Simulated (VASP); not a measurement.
The system is HgTe (Coloradoite).

```xyz
2
Lattice="0.0000 3.2145 3.2145 3.2145 0.0000 3.2145 3.2145 3.2145 0.0000" Properties=species:S:1:pos:R:3 pbc="T T T"
Hg    0.0000    0.0000    0.0000
Te    1.6073    1.6073    1.6073
```

* Program: VASP 6.6.1
* Task: relaxation of cell and atoms
* Functional: PBEsol
* Potentials or basis: VASP PAW PBE potentials, release 64 (Hg, Te)
* Cutoff: 600 eV
* k mesh: 10 × 10 × 10
* Occupations: gaussian, width 0.03 eV
* Spin: no spin polarisation

At the start: pressure 1.9 GPa; volume 33.22 Å³/atom.

How do energy, volume and symmetry change on relaxing?

Over 3 steps the energy falls by 7.7 meV/atom and the volume is 34.58 Å³/atom (+4.1 %); space group F-43m (No. 216, to 0.05 Å).

Step by step:
```tsv
step	energy change (eV)	largest force (eV/Å)	pressure (GPa)	volume (Å³)
1	0.0000	0.0000	1.88	66.43
2	-0.0133	0.0000	-0.63	70.26
3	-0.0155	0.0000	0.00	69.17
```

Final structure:
```cif
data_structure
_symmetry_space_group_name_H-M 'P 1'
_symmetry_Int_Tables_number 1
_cell_length_a 4.6075
_cell_length_b 4.6075
_cell_length_c 4.6075
_cell_angle_alpha 60.000
_cell_angle_beta 60.000
_cell_angle_gamma 60.000
_cell_volume 69.17
loop_
_atom_site_label
_atom_site_type_symbol
_atom_site_fract_x
_atom_site_fract_y
_atom_site_fract_z
_atom_site_occupancy
Hg1 Hg 0.00000 0.00000 0.00000 1
Te1 Te 0.25000 0.25000 0.25000 1
```

Caveat: the PAW data sets were made with another functional, which shifts forces and pressure a little.
